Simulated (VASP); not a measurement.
Here is the system:

```
CdTe
1.0
    0.00000     3.24000     3.24000
    3.24000     0.00000     3.24000
    3.24000     3.24000     0.00000
Cd Te
1 1
Direct
  0.00000   0.00000   0.00000
  0.25000   0.25000   0.25000
```

The numbers are results of PBE GGA, VASP's PBE PAW potentials (set 64) (plane waves; VASP), not measurements. Settings: PREC = Normal, 500 eV cut-off, 6×6×6 Γ-centred mesh, Gaussian smearing of 0.010 eV, potentials Cd_sv_GW Te_GW.

Question: Give the stress tensor in GPa (positive for a compressed cell).

Answer: 
```
1.57  0.00  0.00
0.00  1.57  0.00
0.00  0.00  1.57
```
The pressure is its mean diagonal, 1.57 GPa.

The compound is CdTe in the zinc blende structure. The cell was not relaxed at this level.
